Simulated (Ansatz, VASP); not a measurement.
Two plane-wave programs on Hg2H3Br

```
CELL_PARAMETERS angstrom
5.86417 0.00000 0.00000
-2.93209 5.07852 0.00000
0.00000 0.00000 3.53971
ATOMIC_POSITIONS crystal
Hg 0.33333 0.66667 0.00000
Hg 0.66667 0.33333 0.00000
H 0.50000 0.00000 0.50000
H 0.50000 0.50000 0.50000
H 0.00000 0.50000 0.50000
Br 0.00000 0.00000 0.00000
```

Change from the starting cell: species swapped into the YCo3B2 type (P6/mmm, No. 191).

Alike in both runs: task single point; functional PBE; k mesh 3 × 3 × 6; occupations gaussian, width 0.1 eV; no spin polarisation.

|  | VASP | Ansatz |
| --- | --- | --- |
| version | VASP 6.6.1 | Ansatz 0.2.0 |
| potentials or method | VASP PAW PBE potentials, release 64 (Hg, H, Br) | scalar-relativistic, plane waves, PAW |
| plane-wave cutoff (eV) | 520 | 420 |
| valence electrons in the cell | 34 | 50 |

|  | VASP | Ansatz | Ansatz less VASP |
| --- | --- | --- | --- |
| gap on the k mesh at the Fermi level (eV) | none | none | - |
| pressure (GPa) | -6.7 | -6.7 | -0.05 |
| largest component of the traceless stress (GPa) | 4.22 | 4.21 | -0.012 |

A gap of «none» marks a metal or a gap that the smearing closes. With one functional, cell and mesh, what is left measures potentials, basis and numerics. The two sets of potentials don't hold the same shells in valence.

Caveats: the k mesh is coarse (spacing up to 0.41 Å⁻¹), so the values aren't converged. The runs have no spin-orbit coupling, so splittings on Hg are missing.
